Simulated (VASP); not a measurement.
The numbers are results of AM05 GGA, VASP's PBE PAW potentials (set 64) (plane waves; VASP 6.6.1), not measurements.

The input files of a VASP run:

### INCAR
```
SIGMA = 0.05   ! width (eV)
ISMEAR = 0   ! Gaussian
LORBIT = 11
LREAL = .FALSE.   ! projection in real space or not
SYSTEM = CdF2
LCHARG = .FALSE.
GGA = AM   ! AM05
NELM = 100   ! most electronic steps
EDIFF = 1E-7   ! SCF stop (eV)
ICHARG = 11
ENCUT = 520   ! plane-wave cut-off (eV)
ALGO = Normal
LASPH = .TRUE.   ! aspherical one-centre terms
LWAVE = .FALSE.
PREC = Accurate
LMAXMIX = 4   ! l cut-off of mixed one-centre charges
```

### KPOINTS
```
k-points along high-symmetry lines
15
Line-mode
Reciprocal
  0.000000   0.000000   0.000000 ! GAMMA
  0.500000   0.000000   0.500000 ! X

  0.500000   0.000000   0.500000 ! X
  0.625000   0.250000   0.625000 ! U

  0.375000   0.375000   0.750000 ! K
  0.000000   0.000000   0.000000 ! GAMMA

  0.000000   0.000000   0.000000 ! GAMMA
  0.500000   0.500000   0.500000 ! L

  0.500000   0.500000   0.500000 ! L
  0.500000   0.250000   0.750000 ! W

  0.500000   0.250000   0.750000 ! W
  0.500000   0.000000   0.500000 ! X
```

**POSCAR**
```
CdF2
1
    0.0000000000     2.7086348080     2.7086348080
    2.7086348080     0.0000000000     2.7086348080
    2.7086348080     2.7086348080     0.0000000000
Cd F
1 2
Direct
  1.0000000000   1.0000000000   1.0000000000
  0.2500000000   0.2500000000   0.2500000000
  0.7500000000   0.7500000000   0.7500000000
```

POTCAR, in this order: Cd F (PBE.64 set). Program: vasp_std. Read from the step before: CHGCAR.

**Question.** What will the output report for the number of irreducible k-points (NKPTS), largest plane-wave count, number of space-group operations, FFT grid (NGX, NGY, NGZ)?

**Answer.** 
- number of irreducible k-points (NKPTS) = 90
- largest plane-wave count = 1090
- number of space-group operations = 48
- FFT grid (NGX, NGY, NGZ) = 28 × 28 × 28

The compound is CdF2 in the fluorite structure. It was relaxed first.
